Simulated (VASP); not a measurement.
```
BaLiF3
1.0
    3.99211     0.00000     0.00000
    0.00000     3.99211     0.00000
    0.00000     0.00000     3.99211
Ba Li F
1 1 3
Direct
  0.00000   0.00000   0.00000
  0.50000   0.50000   0.50000
  0.00000   0.50000   0.50000
  0.50000   0.00000   0.50000
  0.50000   0.50000   0.00000
```

All values below come from r2SCAN meta-GGA with spin-orbit coupling, VASP's PBE PAW potentials (set 64) (plane waves; VASP). Numerical set-up: 520 eV cut-off, 5×5×5 Γ-centred mesh, Gaussian smearing of 0.050 eV, potentials Ba_sv Li_sv F.

Predict the energy per atom (σ→0), band gap (over mesh and band path) with the smallest direct gap where there is one.

| Quantity | Value |
|---|---|
| band gap (over mesh and band path) | 7.27 eV |
| smallest direct gap (over mesh and band path) | 7.27 eV |
| energy per atom (σ→0) | -11.450 eV/atom |

The absolute energy has meaning only against runs of the same code, potentials and settings.

The structure comes from a computed database's BaLiF3 entry (Pm-3m); how it stands against other phases isn't given here. It was relaxed first.
